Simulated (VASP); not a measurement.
Consider the following.

```xyz
3
Lattice="2.0354 1.1751 5.3736 -2.0354 1.1751 5.3736 0.0000 -2.3503 5.3736" Properties=species:S:1:pos:R:3 pbc="T T T"
Ca     0.0000     0.0000     0.0000
Ge     0.0000     0.0000    12.8728
Ge     0.0000     0.0000     3.2479
```

Method: PBEsol GGA, VASP's PBE PAW potentials (set 64) (plane waves; VASP 6.6.1). Settings: 300 eV cut-off, 9×9×9 Γ-centred mesh, Gaussian smearing of 0.10 eV, potentials Ca_sv Ge_d.

### Question
Give the energies of bands 16 to 22 at the high-symmetry points, in eV from the Fermi level.

### Answer

```
band      Γ      T     H2      L     S0      F
----  -----  -----  -----  -----  -----  -----
16    -5.07  -6.30  -8.00  -7.62  -8.22  -7.64
17    -2.39  -0.35  -3.85  -2.57  -3.91  -3.52
18    -0.79  -0.35  -2.72  -2.12  -2.46  -1.96
19    -0.79  -0.12  -1.76  -1.69  -1.93  -1.91
20     0.72   1.27   0.61  -0.04   0.55   0.28
21     2.72   1.36   2.55   0.47   2.31   2.06
22     2.72   1.48   2.92   3.61   3.04   2.69
```

It has no gap at this level: it comes out as a metal or semimetal.

The structure comes from a computed database's CaGe2 entry; how it stands against other phases isn't given here. The cell was not relaxed at this level.
